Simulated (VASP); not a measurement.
Output of a VASP run:

**OSZICAR**
```
       N       E                     dE             d eps       ncg     rms          rms(c)
DAV:   1     0.536620950151E+02    0.53662E+02   -0.56643E+03  5380   0.106E+03
DAV:   2    -0.201815534110E+02   -0.73844E+02   -0.67143E+02  5420   0.224E+02
DAV:   3    -0.236535793374E+02   -0.34720E+01   -0.33307E+01  7048   0.536E+01
DAV:   4    -0.237524581133E+02   -0.98879E-01   -0.98715E-01  6692   0.860E+00
DAV:   5    -0.237555746265E+02   -0.31165E-02   -0.31510E-02  7388   0.148E+00    0.178E+01
DAV:   6    -0.268488086880E+02   -0.30932E+01   -0.32285E+01  7584   0.124E+02    0.200E+01
DAV:   7    -0.220765769688E+02    0.47722E+01   -0.21185E+01  7776   0.109E+02    0.522E+00
DAV:   8    -0.219914338180E+02    0.85143E-01   -0.79790E-01  7080   0.947E+00    0.203E+00
DAV:   9    -0.219548789731E+02    0.36555E-01   -0.10628E-01  7872   0.653E+00    0.763E-01
DAV:  10    -0.219527990792E+02    0.20799E-02   -0.47679E-03  6300   0.636E-01    0.204E-01
DAV:  11    -0.219527445735E+02    0.54506E-04   -0.25028E-04  6968   0.183E-01    0.742E-02
DAV:  12    -0.219527509466E+02   -0.63731E-05   -0.66213E-05  6916   0.128E-01    0.517E-02
DAV:  13    -0.219527537781E+02   -0.28315E-05   -0.21542E-05  7680   0.886E-02    0.142E-02
DAV:  14    -0.219527521371E+02    0.16410E-05   -0.15469E-06  8132   0.154E-02    0.725E-03
DAV:  15    -0.219527495327E+02    0.26044E-05   -0.33459E-07  6244   0.716E-03    0.327E-03
DAV:  16    -0.219527485579E+02    0.97480E-06   -0.88948E-08  3768   0.330E-03    0.126E-03
DAV:  17    -0.219527484937E+02    0.64233E-07   -0.14621E-08  3136   0.119E-03
   1 F= -.21952748E+02 E0= -.21952748E+02  d E =0.000000E+00  mag=     0.0000
```

OUTCAR:
```
------------------------ aborting loop because EDIFF is reached ----------------------------------------
  FORCE on cell =-STRESS in cart. coord.  units (eV):
  Direction    XX          YY          ZZ          XY          YZ          ZX
  --------------------------------------------------------------------------------------
  Total        0.0085804      0.0085804     -0.0066624      0.0000000     -0.0000000      0.0000000
  in kB        0.3755509      0.3755509     -0.2916045      0.0000000     -0.0000000      0.0000000
  external PRESSURE =       0.1531657 kB  Pullay stress =       0.0000000 kB
  volume of cell :       36.61
      direct lattice vectors                 reciprocal lattice vectors
     2.676925105  0.000000000  0.000000000     0.373562935  0.000000000  0.000000000
     0.000000000  2.676925105  0.000000000     0.000000000  0.373562935  0.000000000
     0.000000000  0.000000000  5.108281168     0.000000000  0.000000000  0.195760564
 POSITION                                       TOTAL-FORCE (eV/Angst)
 -----------------------------------------------------------------------------------
      1.33846      1.33846      0.00000         0.000000     -0.000000      0.000000
      0.00000      0.00000      1.38975        -0.000000     -0.000000     -0.018652
      0.00000      0.00000      3.71853         0.000000      0.000000      0.018652
 -----------------------------------------------------------------------------------
    total drift:                                0.000000      0.000000      0.000000
  FREE ENERGIE OF THE ION-ELECTRON SYSTEM (eV)
  ---------------------------------------------------
  free  energy   TOTEN  =       -21.9527484937 eV

  energy  without entropy=      -21.9527484937  energy(sigma->0) =      -21.95274849

 total charge

# of ion       s       p       d       tot
------------------------------------------
    1        0.470   0.709   6.709   7.887
    2        0.734   0.899   0.000   1.633
    3        0.734   0.899   0.000   1.633
--------------------------------------------------
tot          1.937   2.507   6.709  11.153

 magnetization (x)

# of ion       s       p       d       tot
------------------------------------------
    1        0.000   0.000   0.000   0.000
    2       -0.000  -0.000   0.000  -0.000
    3       -0.000  -0.000   0.000  -0.000
--------------------------------------------------
tot         -0.000  -0.000   0.000   0.000
```
(Selected blocks of OUTCAR.)

POSCAR:
```
FeSi2
1
    2.6769251054     0.0000000000     0.0000000000
    0.0000000000     2.6769251054     0.0000000000
    0.0000000000     0.0000000000     5.1082811676
Fe Si
1 2
Direct
  0.5000000000   0.5000000000   0.0000000000
  0.0000000000   0.0000000000   0.2720587509
  0.0000000000   0.0000000000   0.7279412491
```

Q: Write an INCAR and KPOINTS that could have produced this output.

A: This is not unique; one that fits is the input of the run itself, PBEsol GGA, plane waves, VASP's PBE PAW potentials (set 64).

### INCAR
```
LWAVE=.False.
LMAXMIX=4
LORBIT=11   ! lm-projected
LREAL=.False.
SYSTEM=FeSi2
PREC=Accurate
ENCUT=400
LCHARG=.True.
ISMEAR=-5   ! tetrahedra, Bloechl
NEDOS=601   ! DOS grid
ISPIN=2
GGA=PS   ! PBEsol
LASPH=.True.   ! aspherical one-centre terms
NELM=100   ! most electronic steps
ISIF=2   ! forces and stress, cell fixed
ALGO=Normal   ! blocked Davidson
MAGMOM=0.1 2*-0.0
EDIFF=1E-7   ! SCF stop (eV)
```

KPOINTS:
```
K-points
0
G
 13 13 7
0 0 0
```

POTCAR, in this order: Fe Si (PBE.64 set). Program: vasp_std.

For a metal the tetrahedron method with Blöchl corrections gives inexact stress and forces.

The structure comes from a measured FeSi2 entry (P4/mmm) of the Crystallography Open Database, whose conditions weren't checked. It was relaxed first.
